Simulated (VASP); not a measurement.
These are PW91 GGA, VASP's PBE PAW potentials (set 64) (plane waves; VASP 6.6.1) values and carry that method's errors.

A VASP calculation is set up with these files.

### INCAR
```
ALGO=Normal
EDIFF=1E-7
ENCUT=520
GGA=91
ICHARG=11
ISMEAR=0
LASPH=.TRUE.
LCHARG=.FALSE.
LMAXMIX=4
LORBIT=11
LREAL=.FALSE.
LWAVE=.FALSE.
NELM=100
PREC=Accurate
SIGMA=0.05
SYSTEM=SnO2
```

### KPOINTS
```
k-points along high-symmetry lines
10
Line-mode
Reciprocal
  0.000000   0.000000   0.000000 ! GAMMA
  0.000000   0.500000   0.000000 ! X

  0.000000   0.500000   0.000000 ! X
  0.500000   0.500000   0.000000 ! M

  0.500000   0.500000   0.000000 ! M
  0.000000   0.000000   0.000000 ! GAMMA

  0.000000   0.000000   0.000000 ! GAMMA
  0.000000   0.000000   0.500000 ! Z

  0.000000   0.000000   0.500000 ! Z
  0.000000   0.500000   0.500000 ! R

  0.000000   0.500000   0.500000 ! R
  0.500000   0.500000   0.500000 ! A

  0.500000   0.500000   0.500000 ! A
  0.000000   0.000000   0.500000 ! Z

  0.000000   0.500000   0.000000 ! X
  0.000000   0.500000   0.500000 ! R

  0.500000   0.500000   0.000000 ! M
  0.500000   0.500000   0.500000 ! A
```

POSCAR:
```
SnO2
1.0
  4.8275008971   0.0000000000   0.0000000000
  0.0000000000   4.8275008971   0.0000000000
  0.0000000000   0.0000000000   3.2422468052
Sn O
2 4
Cart
  4.8275008971   4.8275008971   3.2422468052
  2.4137504486   2.4137504486   1.6211234026
  1.4796243857   1.4796243857   0.0000000000
  3.8933748343   0.9341260628   1.6211234026
  0.9341260628   3.8933748343   1.6211234026
  3.3478765114   3.3478765114   0.0000000000
```

POTCAR, in this order: Sn_d O (PBE.64 set). Program: vasp_std. Read from the step before: CHGCAR.

The resulting files:

**OSZICAR**
```
       N       E                     dE             d eps       ncg     rms          rms(c)
DAV:   1     0.638595662779E+03    0.63860E+03   -0.26420E+04  6095   0.262E+03
DAV:   2     0.623929807779E+02   -0.57620E+03   -0.55732E+03  6039   0.697E+02
DAV:   3    -0.324276701647E+02   -0.94821E+02   -0.93250E+02  6588   0.224E+02
DAV:   4    -0.370959230825E+02   -0.46683E+01   -0.46504E+01  6480   0.556E+01
DAV:   5    -0.372461789717E+02   -0.15026E+00   -0.15022E+00  7821   0.976E+00
DAV:   6    -0.372503069571E+02   -0.41280E-02   -0.41279E-02  7224   0.136E+00
DAV:   7    -0.372504641992E+02   -0.15724E-03   -0.15724E-03  8200   0.227E-01
DAV:   8    -0.372504654159E+02   -0.12167E-05   -0.12167E-05  7283   0.226E-02
DAV:   9    -0.372504654391E+02   -0.23176E-07   -0.23180E-07  5757   0.334E-03
   1 F= -.37250465E+02 E0= -.37250465E+02  d E =-.394219E-12
```

OUTCAR:
```
 val. band max:        5.4423525364   @ k =   0.0000   0.0000   0.0000

 cond. band min:       6.1180652875   @ k =   0.0000   0.0000   0.0000



 k-point     1 :       0.0000    0.0000    0.0000
  band No.  band energies     occupation
      1     -15.5658      2.00000
      2     -14.9047      2.00000
      3     -14.7149      2.00000
      4     -14.6899      2.00000
      5     -14.6899      2.00000
      6     -14.6229      2.00000
      7     -14.5930      2.00000
      8     -14.5241      2.00000
      9     -14.4822      2.00000
     10     -14.4822      2.00000
     11     -13.1653      2.00000
     12     -11.4486      2.00000
     13     -11.4486      2.00000
     14      -9.9318      2.00000
     15      -2.4990      2.00000
     16       1.5549      2.00000
     17       1.5549      2.00000
     18       1.6712      2.00000
     19       2.5452      2.00000
     20       3.4740      2.00000
     21       3.4762      2.00000
     22       4.1894      2.00000
     23       4.1894      2.00000
     24       4.7047      2.00000
     25       4.7047      2.00000
     26       5.4424      2.00000
     27       6.1181      0.00000
     28      11.1171      0.00000
     29      11.4878      0.00000
     30      11.4878      0.00000
     31      15.5623      0.00000

 k-point     2 :       0.0000    0.0556    0.0000
  band No.  band energies     occupation
      1     -15.5617      2.00000
      2     -14.9091      2.00000
      3     -14.7148      2.00000
      4     -14.6897      2.00000
      5     -14.6897      2.00000
      6     -14.6267      2.00000
      7     -14.5924      2.00000
      8     -14.5246      2.00000
      9     -14.4824      2.00000
     10     -14.4824      2.00000
     11     -13.1559      2.00000
     12     -11.4682      2.00000
     13     -11.4329      2.00000
     14      -9.9370      2.00000
     15      -2.4788      2.00000
     16       1.4894      2.00000
     17       1.5689      2.00000
     18       1.6822      2.00000
...
```

The density is held fixed in this step, so its total energy and stress have no physical meaning. Unless said otherwise, spin-orbit coupling is left out, though it shifts the bands of the heavy elements here.

The compound is SnO2 in the rutile structure. It was relaxed first, which changed the volume by +5 %.
